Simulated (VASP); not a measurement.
CoAl (CsCl type) is relaxed at rising pressure, each step from the one before. Symmetry mostly holds the structure type, and other phases were not tried. The mesh follows the cell, and a change of mesh leaves a small step in the series.

Given:

```cif
data_AlCo
_chemical_formula_sum 'Al1 Co1'
_space_group_name_H-M_alt 'Pm-3m'
_space_group_IT_number 221
_space_group_name_Hall '-P 4 2 3'
_cell_length_a 2.82192
_cell_length_b 2.82192
_cell_length_c 2.82192
_cell_angle_alpha 90.000
_cell_angle_beta 90.000
_cell_angle_gamma 90.000
loop_
_atom_site_label
_atom_site_type_symbol
_atom_site_symmetry_multiplicity
_atom_site_Wyckoff_symbol
_atom_site_fract_x
_atom_site_fract_y
_atom_site_fract_z
_atom_site_occupancy
Al1 Al 1 b 0.50000 0.50000 0.50000 1
Co1 Co 1 a 0.00000 0.00000 0.00000 1
```

Level of theory: PBEsol GGA, VASP's PBE PAW potentials (set 64) (plane waves; VASP). Run with 500 eV cut-off, 13×13×13 Γ-centred mesh, first-order Methfessel-Paxton smearing of 0.10 eV, potentials Al Co.

```tsv
P (GPa)	V (Å³/atom)	H − H(0) (eV/atom)	space group	gap on the mesh (eV)	k-mesh
0	11.24	0.000	Pm-3m	0.00	13×13×13
5	10.97	0.347	Pm-3m	0.00	13×13×13
10	?	?	Pm-3m	0.00	13×13×13
20	10.33	1.342	Pm-3m	0.00	13×13×13
30	?	?	Pm-3m	0.00	13×13×13
45	9.55	2.888	Pm-3m	0.00	14×14×14
```

**Question.** Complete the blanks.

**Answer.** 
- 10, V (Å³/atom): 10.73
- 10, H − H(0) (eV/atom): 0.685
- 30, V (Å³/atom): 9.98
- 30, H − H(0) (eV/atom): 1.975

Pressures at which the relaxation failed are left out.

The compound is CoAl in the CsCl type structure. The run is not spin-polarised, so no magnetic state was tried.
